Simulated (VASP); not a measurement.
Input of a VASP 6.6.1 run:

File INCAR:

```
ALGO     = Normal         # electronic algorithm
EDIFF    = 1E-7           # SCF threshold, eV
EDIFFG   = -0.005         # ionic threshold
ENCUT    = 600            # plane-wave cutoff, eV
GGA      = PS             # functional
IBRION   = 2              # ionic algorithm
ISIF     = 3              # what is computed and relaxed
ISMEAR   = 0              # smearing method
LASPH    = T              # aspherical terms in the spheres
LCHARG   = F              # write CHGCAR
LREAL    = F              # projectors in reciprocal space
LWAVE    = F              # write WAVECAR
NELM     = 100            # most SCF steps
NSW      = 70             # ionic steps
PREC     = Accurate       # precision mode
SIGMA    = 0.1            # smearing width, eV
```

KPOINTS

```
k-points
0
Gamma
  10 10 10
```

File POSCAR:

```
LaMg
1.0
    3.9650000000      0.0000000000      0.0000000000
    0.0000000000      3.9650000000      0.0000000000
    0.0000000000      0.0000000000      3.9650000000
La Mg
1 1
Direct
    0.5000000000      0.5000000000      0.5000000000
    0.0000000000      0.0000000000      0.0000000000
```

Potentials or basis: VASP PAW PBE potentials, release 64 (La, Mg).

Command:

```console
$ cat potpaw_PBE.64/La/POTCAR potpaw_PBE.64/Mg/POTCAR > POTCAR
$ mpirun -np 1 vasp_std > vasp.out
```

Predict the relaxed cell.

a = 3.906 Å, b = 3.906 Å, c = 3.906 Å, α = 90.00°, β = 90.00°, γ = 90.00°.

Predict the relaxed volume.

29.80 Å³/atom.

Final structure:
```
CELL_PARAMETERS angstrom
3.90598 0.00000 0.00000
0.00000 3.90598 0.00000
0.00000 0.00000 3.90598
ATOMIC_POSITIONS crystal
La 0.50000 0.50000 0.50000
Mg 0.00000 0.00000 0.00000
```

Caveat: the PAW data sets were made with another functional, which shifts forces and pressure a little. The run has no spin-orbit coupling, so splittings on La are missing.
